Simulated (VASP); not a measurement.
Method: optB86b-vdW, VASP's PBE PAW potentials (set 64) (plane waves; VASP 6.6.1).

A VASP calculation is set up with these files.

File POSCAR:
```
PdIn
1
    3.2776728910     0.0000000000     0.0000000000
    0.0000000000     3.2776728910     0.0000000000
    0.0000000000     0.0000000000     3.2776728910
In Pd
1 1
Direct
  0.5000000000   0.5000000000   0.5000000000
  0.0000000000   0.0000000000   0.0000000000
```

**INCAR**
```
AGGAC = 0.0
SYSTEM = PdIn
ISMEAR = 1   # Methfessel-Paxton
PREC = Accurate
PARAM1 = 0.1234
ISIF = 2   # forces and stress, cell fixed
LWAVE = .FALSE.
ALGO = Normal   # blocked Davidson
LMAXMIX = 4
LCHARG = .FALSE.
ENCUT = 520   # plane-wave cut-off (eV)
SIGMA = 0.1   # width (eV)
LUSE_VDW = .TRUE.
PARAM2 = 1.0
GGA = MK
NELM = 100   # most electronic steps
LASPH = .TRUE.
LREAL = .FALSE.   # projection in real space or not
EDIFF = 1E-7
```

**KPOINTS**
```
Automatic mesh
0
Gamma
11 11 11
0 0 0
```

POTCAR, in this order: In_d Pd (PBE.64 set). Program: vasp_std.

Unless said otherwise, spin-orbit coupling is left out, though it shifts the bands of the heavy elements here.

What does the run give for the energy per atom (σ→0), band gap (on the k-mesh)?

| Item | Result |
|---|---|
| energy per atom (σ→0) | -1.452 eV/atom |
| band gap (on the k-mesh) | none (metal, semimetal or under 0.01 eV) |

OSZICAR:
```
...
DAV:   7    -0.291374187132E+01    0.35645E-01   -0.76460E-02  2266   0.528E+00    0.136E+00
DAV:   8    -0.290615530946E+01    0.75866E-02   -0.22712E-02  1932   0.151E+00    0.400E-01
DAV:   9    -0.290528543884E+01    0.86987E-03   -0.19419E-03  2198   0.771E-01    0.580E-02
DAV:  10    -0.290528833817E+01   -0.28993E-05   -0.40548E-05  2294   0.936E-02    0.273E-02
DAV:  11    -0.290529026069E+01   -0.19225E-05   -0.52205E-06  1988   0.238E-02    0.336E-03
DAV:  12    -0.290529061002E+01   -0.34933E-06   -0.36136E-07  2192   0.667E-03    0.148E-03
DAV:  13    -0.290529052570E+01    0.84324E-07   -0.35129E-08  1120   0.223E-03
   1 F= -.29052905E+01 E0= -.29048266E+01  d E =-.139175E-02
```

The compound is PdIn in the CsCl type structure. It was relaxed first. The electron count is odd and the run is not spin-polarised, which forces a metal.
